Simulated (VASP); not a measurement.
Energy against volume of LiH (rock salt). Calculation: HSEsol screened hybrid, VASP's PBE PAW potentials (set 64) (plane waves; VASP). Numerical set-up: 520 eV cut-off, 8×8×8 Γ-centred mesh, Gaussian smearing of 0.050 eV, potentials Li_sv H.

| V (Å³/atom) | E (eV/atom) |
|---|---|
| 7.271 | -3.39989 |
| 7.511 | -3.40381 |
| 7.751 | -3.40554 |
| 7.990 | -3.40539 |

Question: Fit these four points and predict the energy of the run at 8.230 Å³/atom.

Answer: A cubic in V^(−2/3), the third-order Birch-Murnaghan form, passes through the four points with V0 = 7.85 Å³/atom and B0 = 39 GPa, and gives -3.4036 eV/atom there. The run gave -3.4037 eV/atom, -0.0 meV/atom from the fit; all five points give B0 = 38 GPa.

The compound is LiH in the rock salt structure. It was relaxed first, which changed the volume by -8 %. The cell's shape comes from a PBE relaxation.
